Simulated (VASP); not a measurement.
The input files of a VASP run:

File KPOINTS:
```
Automatic mesh
0
Gamma
5 5 3
0 0 0
```

**POSCAR**
```
ZrS2
1
    1.8666000000    -3.2330460000     0.0000000000
    1.8666000000     3.2330460000     0.0000000000
    0.0000000000     0.0000000000     5.9364000000
Zr S
1 2
Direct
  0.0000000000   0.0000000000   0.0000000000
  0.3333330000   0.6666670000   0.2500000000
  0.6666670000   0.3333330000   0.7500000000
```

INCAR:
```
! general
SYSTEM   =  ZrS2
PREC     =  Accurate
ENCUT    =  400
LREAL    =  .False.
LASPH    =  .True.

! electronic loop
EDIFF    =  1E-6
NELM     =  100
ALGO     =  Normal
LMAXMIX  =  4

! smearing
ISMEAR   =  0
SIGMA    =  0.05

! functional
GGA      =  PE

! ions
ISIF     =  2

! output
LWAVE    =  .False.
LCHARG   =  .False.
```

POTCAR, in this order: Zr_sv S (PBE.64 set). Program: vasp_std.

Translate this PBE calculation to Ansatz.

One equivalent input (not run):
Ansatz 0.2 input:
```yaml
crystal:
  lattice:
    - [1.8666000, -3.2330460, 0.0000000]
    - [1.8666000, 3.2330460, 0.0000000]
    - [0.0000000, 0.0000000, 5.9364000]
  atoms:
    - { symbol: Zr, position: [0.0000000, 0.0000000, 0.0000000] }
    - { symbol: S, position: [0.3333330, 0.6666670, 0.2500000] }
    - { symbol: S, position: [0.6666670, 0.3333330, 0.7500000] }
kpoints:
  mp_grid: { grid: [5, 5, 3] }
hamiltonian:
  xc: pbe
  pseudopotentials: { kind: paw }
scf:
  occupations: { method: gaussian, width: 0.05 }
  max_iter: 100
output: { forces: true, stress: true, eigenvalues: true }
```
What does not carry over: each code has its own PAW files, so the cut-off isn't converted (ENCUT is set for VASP's; basis.ecutwfc is left out, and Ansatz then takes the one that its files recommend); Ansatz stops its SCF on the density residual and VASP on the energy change (EDIFF).

The compound is ZrS2 in the 1T layered structure. The cell was not relaxed at this level.
